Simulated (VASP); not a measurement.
Energy against volume of C (diamond). These are LDA (Ceperley-Alder, Perdew-Zunger), VASP's LDA PAW potentials (set 64) (plane waves; VASP) values and carry that method's errors.

```
V (Å³/atom)  E (eV/atom)
-----------  -----------
5.194          -10.09019
5.360          -10.11482
5.526          -10.12275
5.691          -10.11615
5.857          -10.09691
```

**Question.** Fit a third-order Birch-Murnaghan equation of state.

**Answer.** 
```
Item                                            Value
---------------------------------------  ------------
volume per atom                          5.53 Å³/atom
bulk modulus                                  466 GPa
pressure derivative of the bulk modulus          3.63
lattice constant a                            3.537 Å
```

Measured: bulk modulus 455 GPa at 0 K (computed value off by +2.5 %), as given by Daniel Mejia-Rodriguez et al., Physical Review B (2018), arXiv:1807.09216 [0 K value with the zero-point phonon effect removed]; a 3.553 Å at 0 K (computed value off by -0.5 %), as given by Daniel Mejia-Rodriguez et al., Physical Review B (2018), arXiv:1807.09216 [static lattice: zero-point anharmonic expansion removed].

The compound is C in the diamond structure. It was relaxed first.
